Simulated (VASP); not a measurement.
Crystal: Si3P4.

```
Si P
1.0
     3.61082   -4.90356    0.00000
     3.61082    4.90356    0.00000
     0.00000    0.00000    3.44743
Si P
3 4
Cartesian
  1.8054 2.4518 0.0000
  0.0000 0.0000 1.7237
  1.8054 -2.4518 0.0000
  3.6108 -2.3130 1.7237
  5.3619 0.0000 0.0000
  3.6108 2.3130 1.7237
  1.8597 0.0000 0.0000
```

The cell was built by a generator and needn't be a form met in nature.

* Program: VASP 6.6.1
* Task: relaxation of cell and atoms
* Functional: PBE
* Potentials or basis: VASP PAW PBE potentials, release 64 (Si, P)
* Cutoff: 520 eV
* k mesh: 3 × 3 × 4
* Occupations: gaussian, width 0.15 eV
* Spin: no spin polarisation

At the start: pressure -6.8 GPa; volume 17.44 Å³/atom.

Problem. Where does the relaxation end?

Solution. Over 22 steps the energy falls by 96.8 meV/atom and the volume is 16.33 Å³/atom (-6.4 %); space group Cmmm (No. 65, to 0.05 Å).

Step by step:
| step | energy change (eV) | largest force (eV/Å) | pressure (GPa) | volume (Å³) |
| --- | --- | --- | --- | --- |
| 1 | 0.0000 | 0.9699 | -6.84 | 122.08 |
| 2 | -0.3128 | 0.3421 | 4.66 | 109.36 |
| 3 | -0.3384 | 0.4834 | 1.81 | 111.87 |
| 4 | -0.4406 | 0.3968 | 1.49 | 112.87 |
| 5 | -0.6119 | 0.0342 | 0.12 | 115.62 |
| 6 | -0.6312 | 0.1570 | -0.48 | 116.53 |
| 7 | -0.6358 | 0.1216 | -0.34 | 116.27 |
| 8 | -0.6389 | 0.1664 | 0.33 | 115.43 |
| 9 | -0.6391 | 0.1808 | 0.54 | 115.19 |
| 10 | -0.6411 | 0.1717 | 0.52 | 115.16 |
| 11 | -0.6466 | 0.1503 | 0.41 | 115.05 |
| 12 | -0.6557 | 0.1112 | 0.21 | 114.83 |
| 13 | -0.6630 | 0.2202 | -0.20 | 114.37 |
| 14 | -0.6633 | 0.2034 | -0.07 | 114.50 |
| 15 | -0.6634 | 0.2025 | -0.15 | 114.44 |
| 16 | -0.6662 | 0.1997 | -0.08 | 114.27 |
| 17 | -0.6675 | 0.2025 | 0.07 | 113.98 |
| 18 | -0.6676 | 0.2192 | 0.05 | 114.06 |
| 19 | -0.6703 | 0.1694 | 0.10 | 114.10 |
| 20 | -0.6757 | 0.0846 | 0.27 | 114.21 |
| 21 | -0.6745 | 0.1007 | 0.57 | 114.42 |
| 22 | -0.6773 | 0.0239 | 0.34 | 114.29 |

Final structure:
```xyz
7
Lattice="3.2446 -4.9675 0.0000 3.2446 4.9675 0.0000 0.0000 0.0000 3.5457" Properties=species:S:1:pos:R:3 pbc="T T T"
Si    1.6223    2.4837    0.0000
Si    0.0000    0.0000    1.7728
Si    1.6223   -2.4837    0.0000
P     3.2446   -2.6001    1.7728
P     4.8089    0.0000    0.0000
P     3.2446    2.6001    1.7728
P     1.6802    0.0000    0.0000
```

Caveat: the k mesh is coarse (spacing up to 0.46 Å⁻¹), so the values aren't converged.
